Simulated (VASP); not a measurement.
# Vibrations of MnF2: a test of the settings, part 3 of 3

How far do the zone-centre frequencies of MnF2 depend on the numerical settings? The starting structure is a measured crystal structure from the Crystallography Open Database.

VASP 6.6.1.

Results so far: reference B2g 493.1 cm⁻¹; a 3×3×4 mesh B2g 493.3 cm⁻¹.

### Step 4. Modes with a cutoff of 400 eV

Level of this step: LDA, DFT+U (Mn d 3.9 eV), spin-polarised from a ferromagnetic start; plane waves and PAW (Mn_pv, F) (VASP).

Against step 2 the input has ENCUT = 400.

INCAR reads:

```
SYSTEM = MnF2
PREC = Accurate
ENCUT = 400
EDIFF = 1E-08
NELM = 100
ISMEAR = 0
SIGMA = 0.03
LREAL = .FALSE.
ALGO = Normal
GGA = CA
NBANDS = 41
ISPIN = 2
MAGMOM = 4 4 0 0 0 0
LDAU = .TRUE.
LDAUTYPE = 2
LDAUL = 2 -1
LDAUU = 3.9 0
LDAUJ = 0 0
LDAUPRINT = 1
LASPH = .TRUE.
LMAXMIX = 4
LORBIT = 11
LWAVE = .FALSE.
LCHARG = .FALSE.
KPAR = 8
IBRION = 6
NFREE = 2
POTIM = 0.015
NSW = 1
ISIF = 2
```

POSCAR reads:

```
MnF2
1.0
    4.8030081862      0.0000000000      0.0000000000
    0.0000000000      4.8030081862      0.0000000000
    0.0000000000      0.0000000000      3.2618616242
Mn F
2 4
Direct
    0.5000000000      0.5000000000      0.5000000000
    0.0000000000      0.0000000000      0.0000000000
    0.8049555566      0.1950444434      0.5000000000
    0.6950444434      0.6950444434      0.0000000000
    0.1950444434      0.8049555566      0.5000000000
    0.3049555566      0.3049555566      0.0000000000
```

KPOINTS reads:

```
Automatic mesh
0
Gamma
4 4 6
0 0 0
```

The projector-augmented-wave data sets are Mn_pv and F (LDA family, release 64).

On the command line:

```console
$ mpirun -np 8 vasp_std
```

The log of the run:

```text
[banner, memory and clock lines left out]
running    8 mpi-ranks, on    1 nodes
[...]
[... a notice as in an earlier step ...]

 LDA part: xc-table for (Slater(with rela. corr.)+CA(PZ))
 , standard interpolation
 POSCAR, INCAR and KPOINTS ok, starting setup
[...]
entering main loop
       N       E                     dE             d eps       ncg     rms          rms(c)
DAV:   1     0.594497953593E+03    0.59450E+03   -0.25868E+04  4161   0.126E+03
DAV:   2     0.992539217502E+01   -0.58457E+03   -0.54515E+03  4091   0.409E+02
DAV:   3    -0.391093372118E+02   -0.49035E+02   -0.48481E+02  4551   0.132E+02
DAV:   4    -0.397974025281E+02   -0.68807E+00   -0.68732E+00  4222   0.171E+01
[...]
DAV:  14    -0.402065139391E+02   -0.89500E-06   -0.17832E-06  4291   0.904E-03    0.611E-03
DAV:  15    -0.402065139788E+02   -0.39671E-07   -0.29074E-07  4430   0.498E-03    0.990E-04
DAV:  16    -0.402065139858E+02   -0.69667E-08   -0.46386E-08  3938   0.166E-03
   1 F= -.40206514E+02 E0= -.40206514E+02  d E =-.200691E-30  mag=    10.0000
[... from here on, the cycles between the ionic steps are left out ...]
   2 F= -.40205343E+02 E0= -.40205343E+02  d E =-.206735E-30  mag=    10.0000
   3 F= -.40205343E+02 E0= -.40205343E+02  d E =-.207523E-30  mag=    10.0000
   4 F= -.40205541E+02 E0= -.40205541E+02  d E =-.205859E-30  mag=    10.0000
   5 F= -.40205541E+02 E0= -.40205541E+02  d E =-.205864E-30  mag=    10.0000
   6 F= -.40205698E+02 E0= -.40205698E+02  d E =-.241073E-31  mag=    10.0000
   7 F= -.40205953E+02 E0= -.40205953E+02  d E =-.171752E-34  mag=    10.0000
   8 F= -.40205967E+02 E0= -.40205967E+02  d E =-.251142E-30  mag=    10.0000
   9 F= -.40205967E+02 E0= -.40205967E+02  d E =-.250580E-30  mag=    10.0000
 Finite differences progress:
  Degree of freedom:   4/  4
  Displacement:        2/  2
  Total:               8/  8
```

Elapsed: 45 s, on 8 MPI ranks of Intel Xeon 6975P-C (Granite Rapids), shared host; peak memory 2.6 GiB; 5.8 min of CPU time.

OUTCAR, selected parts (step 4):

```text
  Total       -4.6810981     -4.6810981     -4.5735388     -0.0011676      0.0452044     -0.0452044
  in kB      -99.6703845    -99.6703845    -97.3802232     -0.0248611      0.9624974     -0.9624970
  external PRESSURE =     -98.9069974 kB  Pullay stress =       0.0000000 kB

 POSITION                                       TOTAL-FORCE (eV/Angst)
 -----------------------------------------------------------------------------------
      2.40150      2.40150      1.63093         0.000168     -0.000168     -0.000335
      0.00000      0.00000      0.00000         0.001772     -0.001772     -0.062831
      3.86621      0.93680      1.61593        -0.010418      0.010418      0.074116
      3.33830      3.33830      0.00000         0.008399      0.008409     -0.008418
      0.93680      3.86621      1.63093         0.008489     -0.008489      0.005887
      1.46470      1.46470      0.00000        -0.008409     -0.008399     -0.008418
 -----------------------------------------------------------------------------------
    total drift:                               -0.000036      0.000041     -0.000691

  FREE ENERGIE OF THE ION-ELECTRON SYSTEM (eV)
  ---------------------------------------------------
  free  energy   TOTEN  =       -40.2059673811 eV

  energy  without entropy=      -40.2059673811  energy(sigma->0) =      -40.20596738

 magnetization (x)
# of ion       s       p       d       tot
------------------------------------------
    1        0.020   0.018   4.613   4.651
    2        0.020   0.018   4.613   4.651
    3        0.007   0.061   0.000   0.068
    4        0.007   0.061   0.000   0.068
    5        0.007   0.061   0.000   0.068
    6        0.007   0.061   0.000   0.068
--------------------------------------------------
tot          0.069   0.280   9.225   9.575

[... 1 part as in an earlier step ...]

[... 2 further parts left out ...]
[key lines of the parts left out:]
E-fermi :   2.7374
```

With a cutoff of 400 eV the modes are at the top B2g 492.2, Eu (3) 390.6 cm⁻¹, at the bottom B1u (1) 113.4, B1g 36.9 cm⁻¹, with 7 more of the listed ones between; the largest shift is +14.6 cm⁻¹, in B1g, from the reference.

### Step 5. Modes with a 6×6×8 mesh

Against step 2 the input has a 6×6×8 mesh.

INCAR: that of step 4 with these lines changed.

```diff
@@ -2,3 +2,3 @@
 PREC = Accurate
-ENCUT = 400
+ENCUT = 520
 EDIFF = 1E-08
```

POSCAR is that of step 4.

KPOINTS reads:

```
Automatic mesh
0
Gamma
6 6 8
0 0 0
```

On the command line:

```console
$ mpirun -np 8 vasp_std
```

The log of the run:

```text
[... set-up lines as in an earlier step ...]
 entering main loop
       N       E                     dE             d eps       ncg     rms          rms(c)
DAV:   1     0.679699685789E+03    0.67970E+03   -0.29773E+04  8344   0.151E+03
DAV:   2     0.203723648156E+02   -0.65933E+03   -0.61174E+03  8551   0.456E+02
DAV:   3    -0.389102384355E+02   -0.59283E+02   -0.58509E+02  9380   0.149E+02
DAV:   4    -0.398714459462E+02   -0.96121E+00   -0.95972E+00  8826   0.205E+01
[...]
DAV:  14    -0.401386162515E+02   -0.90551E-06   -0.19861E-06  9138   0.932E-03    0.536E-03
DAV:  15    -0.401386162983E+02   -0.46742E-07   -0.22106E-07  9024   0.462E-03    0.122E-03
DAV:  16    -0.401386163026E+02   -0.43128E-08   -0.64097E-08  8556   0.204E-03
   1 F= -.40138616E+02 E0= -.40138616E+02  d E =-.424834E-28  mag=    10.0000
[... from here on, the cycles between the ionic steps are left out ...]
   2 F= -.40137395E+02 E0= -.40137395E+02  d E =-.452726E-28  mag=    10.0000
   3 F= -.40137395E+02 E0= -.40137395E+02  d E =-.454283E-28  mag=    10.0000
   4 F= -.40137626E+02 E0= -.40137626E+02  d E =-.442512E-28  mag=    10.0000
   5 F= -.40137626E+02 E0= -.40137626E+02  d E =-.442495E-28  mag=    10.0000
   6 F= -.40137921E+02 E0= -.40137921E+02  d E =-.694305E-29  mag=    10.0000
   7 F= -.40137927E+02 E0= -.40137927E+02  d E =-.148306E-25  mag=    10.0000
   8 F= -.40138049E+02 E0= -.40138049E+02  d E =-.523730E-28  mag=    10.0000
   9 F= -.40138049E+02 E0= -.40138049E+02  d E =-.522091E-28  mag=    10.0000
 Finite differences progress:
  Degree of freedom:   4/  4
  Displacement:        2/  2
  Total:               8/  8
```

It took 2.1 min on 8 MPI ranks; peak memory 6.1 GiB.

OUTCAR, selected parts (step 5):

```text
  Total        0.0035598      0.0035598      0.0130482     -0.0011260      0.0448769     -0.0448769
  in kB        0.0757960      0.0757960      0.2778243     -0.0239745      0.9555240     -0.9555230
  external PRESSURE =       0.1431388 kB  Pullay stress =       0.0000000 kB

 POSITION                                       TOTAL-FORCE (eV/Angst)
 -----------------------------------------------------------------------------------
      2.40150      2.40150      1.63093         0.000172     -0.000172     -0.000336
      0.00000      0.00000      0.00000         0.001784     -0.001784     -0.063763
      3.86621      0.93680      1.61593        -0.002130      0.002130      0.076446
      3.33830      3.33830      0.00000         0.000085      0.000077     -0.009001
      0.93680      3.86621      1.63093         0.000165     -0.000165      0.005653
      1.46470      1.46470      0.00000        -0.000077     -0.000085     -0.009001
 -----------------------------------------------------------------------------------
    total drift:                               -0.000063      0.000067     -0.000108

  FREE ENERGIE OF THE ION-ELECTRON SYSTEM (eV)
  ---------------------------------------------------
  free  energy   TOTEN  =       -40.1380494265 eV

  energy  without entropy=      -40.1380494265  energy(sigma->0) =      -40.13804943

[... 2 parts as in an earlier step ...]

[... 2 further parts left out ...]
[key lines of the parts left out:]
E-fermi :   2.7341
```

With a 6×6×8 mesh the modes are at the top B2g 493.1, Eu (3) 394.0 cm⁻¹, at the bottom B1u (1) 117.0, B1g 22.5 cm⁻¹, with 7 more of the listed ones between; the largest shift is +0.2 cm⁻¹, in B1g, from the reference.

### Step 6. Comparison

```
               run    B2g  Eu (3)    A1g  B1u (2)    A2g  Eu (1)  B1u (1)   B1g  core minutes
         reference  493.1   394.0  360.8    355.7  208.3   146.0    117.0  22.3          8.67
      a 3×3×4 mesh  493.3   394.0  360.8    355.7  208.3   145.9    117.1  22.5          4.53
a cutoff of 400 eV  492.2   390.6  361.8    351.3  206.4   143.2    113.4  36.9           6.0
      a 6×6×8 mesh  493.1   394.0  360.8    355.7  208.3   146.0    117.0  22.5          16.8
```

Modes are in cm⁻¹, degenerate ones as one, matched between runs by symmetry and order. A number in brackets counts the listed modes of one symmetry from the lowest. The symmetry labels come from an automatic analysis and can be wrong where levels nearly coincide. Between the highest four and the lowest four, 3 more are left out. Core minutes are wall time times ranks of the run shown, on a shared host.

### Step 7. What came out

| Item | Value |
| --- | --- |
| B2g, reference | 493.1 cm⁻¹ |
| B1g, reference | 22.3 cm⁻¹ |
| B2g, a 3×3×4 mesh | 493.3 cm⁻¹ |
| B1g, a 3×3×4 mesh | 22.5 cm⁻¹ |
| B2g, a cutoff of 400 eV | 492.2 cm⁻¹ |
| B1g, a cutoff of 400 eV | 36.9 cm⁻¹ |
| B2g, a 6×6×8 mesh | 493.1 cm⁻¹ |
| B1g, a 6×6×8 mesh | 22.5 cm⁻¹ |

**Reading.** The largest change comes with a cutoff of 400 eV: +14.6 cm⁻¹ in B1g. On finer settings the modes change by up to +0.2 cm⁻¹ in B1g with a 6×6×8 mesh. Other changes move the modes by more: +14.6 cm⁻¹ in B1g with a cutoff of 400 eV. The frequencies are harmonic, and the splitting of polar modes by their long-range field is left out. Further runs on this material are not shown.

[Lines on the potential files, build, host, timing and source positions are cut from VASP's logs without a mark.]

[Logs are printed without paths, hosts, clocks, repeated set-up lines and the standing remarks that a program may print on its own settings, such as how far it seeks lower states.]

[Hosts, paths, dates, database ids (printed as entryN), source tags and the programs' standing remarks are cut or masked in the printed files.]
